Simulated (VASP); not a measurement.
Input:

```
WSi2
1.0
   -1.62173     1.62173     3.94574
    1.62173    -1.62173     3.94574
    1.62173     1.62173    -3.94574
Si W
2 1
Cartesian
  1.62173   1.62173   1.30169
  1.62173   1.62173  -1.30169
  0.00000   0.00000   0.00000
```

These are optB88-vdW, VASP's PBE PAW potentials (set 64) (plane waves; VASP) values and carry that method's errors. Settings: 520 eV cut-off, Gaussian smearing of 0.050 eV, potentials Si W_sv.

**Question.** Give the energies of bands 6 to 14 at the high-symmetry points, in eV from the Fermi level.

**Answer.** 
```csv
band,Γ,X,P,N,M,S,R
6,-6.59,-6.69,-6.60,-9.70,-10.79,-9.20,-7.89
7,-3.75,-5.74,-6.29,-5.56,-3.58,-7.53,-5.63
8,-3.11,-5.52,-6.29,-4.67,-2.44,-2.90,-4.97
9,-2.75,-4.86,-2.95,-2.72,-0.82,-2.63,-4.04
10,-2.75,-3.10,-2.30,-2.62,-0.82,-2.35,-2.96
11,0.57,-1.64,-2.30,-0.39,-0.48,-0.28,-2.21
12,2.56,2.71,-0.01,2.56,-0.48,1.84,1.92
13,2.99,2.82,2.82,2.75,0.73,2.57,2.11
14,2.99,2.98,3.44,3.90,4.39,3.54,2.90
```

It has no gap at this level: it comes out as a metal or semimetal.

The compound is WSi2 in the MoSi2 type structure. It was relaxed first.
